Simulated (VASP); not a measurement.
# CaSi2Sb2 (P-3m1) in VASP: further runs, part 2 of 2

VASP 6.6.1.

## Step 5: Band structure, SCAN

Input file INCAR:

```
SYSTEM = CaSi2Sb2
  ALGO = Normal
  EDIFF = 1E-7
  ENCUT = 520
  ISIF = 2
  ISMEAR = -1
  LASPH = .True.
  LCHARG = .False.
  LMIXTAU = .True.
  LREAL = .False.
  LWAVE = .False.
  METAGGA = SCAN
  NBANDS = 22
  NELM = 100
  PREC = Accurate
  SIGMA = 0.05
```

Input file KPOINTS:

```
k-points
0
Gamma
  5 5 4
  0 0 0
```

Input file POSCAR:

```
CaSi2Sb2
1.0
    4.9973900000      0.0000000000      0.0000000000
   -2.4987000000      4.3278700000      0.0000000000
    0.0000000000      0.0000000000      5.8616900000
Ca Si Sb
1 2 2
Direct
    0.0000000000      0.0000000000      0.0000000000
    0.3333300000      0.6666700000      0.2564800000
    0.6666700000      0.3333300000      0.7435200000
    0.3333300000      0.6666700000      0.7224000000
    0.6666700000      0.3333300000      0.2776000000
```

Input file KPOINTS_OPT:

```
path GMKGALHA,LM,KH
20
line-mode
reciprocal
 0.0000000000  0.0000000000  0.0000000000  G
 0.5000000000  0.0000000000  0.0000000000  M

 0.5000000000  0.0000000000  0.0000000000  M
 0.3333333333  0.3333333333  0.0000000000  K

 0.3333333333  0.3333333333  0.0000000000  K
 0.0000000000  0.0000000000  0.0000000000  G

 0.0000000000  0.0000000000  0.0000000000  G
 0.0000000000  0.0000000000  0.5000000000  A

 0.0000000000  0.0000000000  0.5000000000  A
 0.5000000000  0.0000000000  0.5000000000  L

 0.5000000000  0.0000000000  0.5000000000  L
 0.3333333333  0.3333333333  0.5000000000  H

 0.3333333333  0.3333333333  0.5000000000  H
 0.0000000000  0.0000000000  0.5000000000  A

 0.5000000000  0.0000000000  0.5000000000  L
 0.5000000000  0.0000000000  0.0000000000  M

 0.3333333333  0.3333333333  0.0000000000  K
 0.3333333333  0.3333333333  0.5000000000  H
```

Run with:

```
$ cat potpaw_PBE.64/Ca_sv/POTCAR potpaw_PBE.64/Si/POTCAR potpaw_PBE.64/Sb/POTCAR > POTCAR
$ mpirun -np 1 vasp_std > vasp.out
```

It took 14 min on 1 thread of Intel Xeon 6975P-C (Granite Rapids), shared host; peak memory 0.39 GiB.

It converged, with:

```
Free energy             : -103.9111 eV
Pressure                : -0.8 GPa
Largest force           : 0.051 eV/Å
Band gap along the path : none (metal or under the smearing width)
```

Forces in eV/Å, atoms in the order of the input:
```
Ca   0.000  0.000  0.000
Si   0.000  0.000 -0.016
Si   0.000  0.000  0.016
Sb   0.000  0.000  0.051
Sb   0.000  0.000 -0.051
```

Stress tensor (GPa, compression positive):
```
-1.48  0.00  0.00
 0.00 -1.48  0.00
 0.00  0.00  0.49
```

Levels at the corners of the path, in eV from the Fermi level:
```csv
point,band 10,band 11,band 12,band 13,band 14,band 15,band 16,band 17,band 18,band 19
Γ,-4.12,-3.08,-1.63,-1.45,-1.45,-0.38,-0.38,0.63,0.63,2.15
M,-4.71,-3.80,-3.19,-2.56,0.04,1.54,2.08,2.35,3.22,3.64
M,-4.71,-3.80,-3.19,-2.56,0.04,1.54,2.08,2.35,3.22,3.64
K,-4.22,-4.22,-2.89,-0.56,-0.56,1.30,1.82,1.82,2.56,4.05
K,-4.22,-4.22,-2.89,-0.56,-0.56,1.30,1.82,1.82,2.56,4.05
Γ,-4.12,-3.08,-1.63,-1.45,-1.45,-0.38,-0.38,0.63,0.63,2.15
Γ,-4.12,-3.08,-1.63,-1.45,-1.45,-0.38,-0.38,0.63,0.63,2.15
A,-3.17,-3.11,-3.11,-1.96,-1.14,-0.44,-0.44,0.73,0.73,2.46
A,-3.17,-3.11,-3.11,-1.96,-1.14,-0.44,-0.44,0.73,0.73,2.46
L,-3.49,-2.37,-2.06,-1.31,0.21,0.41,1.17,1.90,2.96,3.44
L,-3.49,-2.37,-2.06,-1.31,0.21,0.41,1.17,1.90,2.96,3.44
H,-4.52,-1.10,-1.10,0.00,0.00,0.78,0.78,1.42,1.42,2.84
H,-4.52,-1.10,-1.10,0.00,0.00,0.78,0.78,1.42,1.42,2.84
A,-3.17,-3.11,-3.11,-1.96,-1.14,-0.44,-0.44,0.73,0.73,2.46
L,-3.49,-2.37,-2.06,-1.31,0.21,0.41,1.17,1.90,2.96,3.44
M,-4.71,-3.80,-3.19,-2.56,0.04,1.54,2.08,2.35,3.22,3.64
K,-4.22,-4.22,-2.89,-0.56,-0.56,1.30,1.82,1.82,2.56,4.05
H,-4.52,-1.10,-1.10,0.00,0.00,0.78,0.78,1.42,1.42,2.84
```

Caveat: the PAW data sets were made with another functional, which shifts forces and pressure a little; spin-orbit coupling is left out, which moves the levels of the heavy elements.

## Step 6: Band structure, TPSS

INCAR, as its differences from that of step 5:

```diff
@@ -11,3 +11,3 @@
   LWAVE = .False.
-  METAGGA = SCAN
+  METAGGA = TPSS
   NBANDS = 22
```

KPOINTS is that of step 5.

POSCAR is that of step 5.

KPOINTS_OPT is that of step 5.

Potentials or basis: VASP PAW PBE potentials, release 64 (Ca_sv, Si, Sb).

Run with:

```
$ cat potpaw_PBE.64/Ca_sv/POTCAR potpaw_PBE.64/Si/POTCAR potpaw_PBE.64/Sb/POTCAR > POTCAR
$ mpirun -np 1 vasp_std > vasp.out
```

It took 13 min on 1 thread of Intel Xeon 6975P-C (Granite Rapids), shared host; peak memory 0.39 GiB.

Results (log left out):

| Quantity | Value |
| --- | --- |
| Free energy | -52.4146 eV |
| Pressure | -0.5 GPa |
| Largest force | 0.057 eV/Å |
| Band gap along the path | none (metal or under the smearing width) |

Forces on the atoms (eV/Å):
```
Ca   0.000  0.000  0.000
Si   0.000  0.000 -0.057
Si   0.000  0.000  0.057
Sb   0.000  0.000  0.033
Sb   0.000  0.000 -0.033
```

Stress tensor (GPa, compression positive):
```
-1.16  0.00  0.00
 0.00 -1.16  0.00
 0.00  0.00  0.87
```

Levels at the corners of the path, in eV from the Fermi level:
| point | band 10 | band 11 | band 12 | band 13 | band 14 | band 15 | band 16 | band 17 | band 18 | band 19 |
| --- | --- | --- | --- | --- | --- | --- | --- | --- | --- | --- |
| Γ | -4.00 | -2.98 | -1.54 | -1.41 | -1.41 | -0.38 | -0.38 | 0.60 | 0.60 | 1.92 |
| M | -4.53 | -3.66 | -3.14 | -2.48 | 0.04 | 1.42 | 2.03 | 2.08 | 3.04 | 3.50 |
| M | -4.53 | -3.66 | -3.14 | -2.48 | 0.04 | 1.42 | 2.03 | 2.08 | 3.04 | 3.50 |
| K | -4.06 | -4.06 | -2.80 | -0.56 | -0.56 | 1.08 | 1.76 | 1.76 | 2.38 | 3.82 |
| K | -4.06 | -4.06 | -2.80 | -0.56 | -0.56 | 1.08 | 1.76 | 1.76 | 2.38 | 3.82 |
| Γ | -4.00 | -2.98 | -1.54 | -1.41 | -1.41 | -0.38 | -0.38 | 0.60 | 0.60 | 1.92 |
| Γ | -4.00 | -2.98 | -1.54 | -1.41 | -1.41 | -0.38 | -0.38 | 0.60 | 0.60 | 1.92 |
| A | -3.07 | -3.03 | -3.03 | -1.89 | -1.13 | -0.45 | -0.45 | 0.69 | 0.69 | 2.41 |
| A | -3.07 | -3.03 | -3.03 | -1.89 | -1.13 | -0.45 | -0.45 | 0.69 | 0.69 | 2.41 |
| L | -3.38 | -2.33 | -2.03 | -1.26 | 0.20 | 0.40 | 1.08 | 1.75 | 2.87 | 3.27 |
| L | -3.38 | -2.33 | -2.03 | -1.26 | 0.20 | 0.40 | 1.08 | 1.75 | 2.87 | 3.27 |
| H | -4.41 | -1.05 | -1.05 | -0.01 | -0.01 | 0.76 | 0.76 | 1.35 | 1.35 | 2.64 |
| H | -4.41 | -1.05 | -1.05 | -0.01 | -0.01 | 0.76 | 0.76 | 1.35 | 1.35 | 2.64 |
| A | -3.07 | -3.03 | -3.03 | -1.89 | -1.13 | -0.45 | -0.45 | 0.69 | 0.69 | 2.41 |
| L | -3.38 | -2.33 | -2.03 | -1.26 | 0.20 | 0.40 | 1.08 | 1.75 | 2.87 | 3.27 |
| M | -4.53 | -3.66 | -3.14 | -2.48 | 0.04 | 1.42 | 2.03 | 2.08 | 3.04 | 3.50 |
| K | -4.06 | -4.06 | -2.80 | -0.56 | -0.56 | 1.08 | 1.76 | 1.76 | 2.38 | 3.82 |
| H | -4.41 | -1.05 | -1.05 | -0.01 | -0.01 | 0.76 | 0.76 | 1.35 | 1.35 | 2.64 |

Caveat: the PAW data sets were made with another functional, which shifts forces and pressure a little; spin-orbit coupling is left out, which moves the levels of the heavy elements.

## Step 7: Band structure, TB-mBJ

POSCAR is that of step 6.

Input file INCAR.step1:

```
SYSTEM = CaSi2Sb2
  ALGO = Normal
  EDIFF = 1E-5
  ENCUT = 520
  GGA = PE
  ISIF = 2
  ISMEAR = -1
  LASPH = .True.
  LCHARG = .False.
  LREAL = .False.
  LWAVE = .True.
  NBANDS = 22
  NELM = 100
  PREC = Accurate
  SIGMA = 0.05
```

Input file INCAR.step2:

```
SYSTEM = CaSi2Sb2
  ALGO = Normal
  EDIFF = 1E-7
  ENCUT = 520
  ISIF = 2
  ISMEAR = -1
  ISTART = 1
  LASPH = .True.
  LCHARG = .False.
  LREAL = .False.
  LWAVE = .False.
  METAGGA = MBJ
  NBANDS = 22
  NELM = 100
  PREC = Accurate
  SIGMA = 0.05
```

KPOINTS is that of step 6.

KPOINTS_OPT is that of step 6.

Run with:

```
$ cat potpaw_PBE.64/Ca_sv/POTCAR potpaw_PBE.64/Si/POTCAR potpaw_PBE.64/Sb/POTCAR > POTCAR
$ cp INCAR.step1 INCAR
$ mpirun -np 1 vasp_std > vasp.out
$ cp INCAR.step2 INCAR
$ mpirun -np 1 vasp_std > vasp.out
```

It took 5.2 min on 1 thread of Intel Xeon 6975P-C (Granite Rapids), shared host; peak memory 0.38 GiB.

The run converged. Its results:

| Item | Value |
| --- | --- |
| Band gap along the path | none (metal or under the smearing width) |

Levels at the corners of the path, in eV from the Fermi level:
```
point  band 10  band 11  band 12  band 13  band 14  band 15  band 16  band 17  band 18  band 19
    Γ    -4.06    -2.95    -1.67    -1.56    -1.56    -0.31    -0.31     0.47     0.47     2.03
    M    -4.56    -3.70    -3.04    -2.60     0.06     1.34     1.99     2.13     3.12     3.20
    M    -4.56    -3.70    -3.04    -2.60     0.06     1.34     1.99     2.13     3.12     3.20
    K    -4.10    -4.10    -2.88    -0.57    -0.57     1.25     1.63     1.63     2.50     3.49
    K    -4.10    -4.10    -2.88    -0.57    -0.57     1.25     1.63     1.63     2.50     3.49
    Γ    -4.06    -2.95    -1.67    -1.56    -1.56    -0.31    -0.31     0.47     0.47     2.03
    Γ    -4.06    -2.95    -1.67    -1.56    -1.56    -0.31    -0.31     0.47     0.47     2.03
    A    -3.16    -3.11    -3.11    -1.95    -1.12    -0.48    -0.48     0.77     0.77     2.33
    A    -3.16    -3.11    -3.11    -1.95    -1.12    -0.48    -0.48     0.77     0.77     2.33
    L    -3.44    -2.29    -1.98    -1.35     0.19     0.35     1.09     1.64     2.84     2.92
    L    -3.44    -2.29    -1.98    -1.35     0.19     0.35     1.09     1.64     2.84     2.92
    H    -4.38    -1.19    -1.19    -0.08    -0.08     0.79     0.79     1.41     1.41     2.51
    H    -4.38    -1.19    -1.19    -0.08    -0.08     0.79     0.79     1.41     1.41     2.51
    A    -3.16    -3.11    -3.11    -1.95    -1.12    -0.48    -0.48     0.77     0.77     2.33
    L    -3.44    -2.29    -1.98    -1.35     0.19     0.35     1.09     1.64     2.84     2.92
    M    -4.56    -3.70    -3.04    -2.60     0.06     1.34     1.99     2.13     3.12     3.20
    K    -4.10    -4.10    -2.88    -0.57    -0.57     1.25     1.63     1.63     2.50     3.49
    H    -4.38    -1.19    -1.19    -0.08    -0.08     0.79     0.79     1.41     1.41     2.51
```

Caveat: the PAW data sets were made with another functional, which shifts forces and pressure a little; spin-orbit coupling is left out, which moves the levels of the heavy elements.

## Step 8: Summary

```tsv
level	pressure (GPa)	largest force (eV/Å)
AM05	-	-
PW91	-	-
r2SCAN	-0.7	0.10
SCAN	-0.8	0.05
TPSS	-0.5	0.06
TB-mBJ	-	-
```

Alike in all rows: task band structure; potentials or basis VASP PAW PBE potentials, release 64 (Ca_sv, Si, Sb); no spin polarisation; cell as given; k mesh 5 × 5 × 4; cutoff (eV) 520; smearing fermi-dirac 0.05 eV.

The pressure there spans -0.8 GPa (SCAN) to -0.5 GPa (TPSS); a positive pressure means that this level wants a larger cell, a negative one a smaller.

Caveats: the PAW data sets were made with another functional, which shifts forces and pressure a little; spin-orbit coupling is left out, which moves the levels of the heavy elements.

Absolute energies hang on the potentials; compare differences alone.
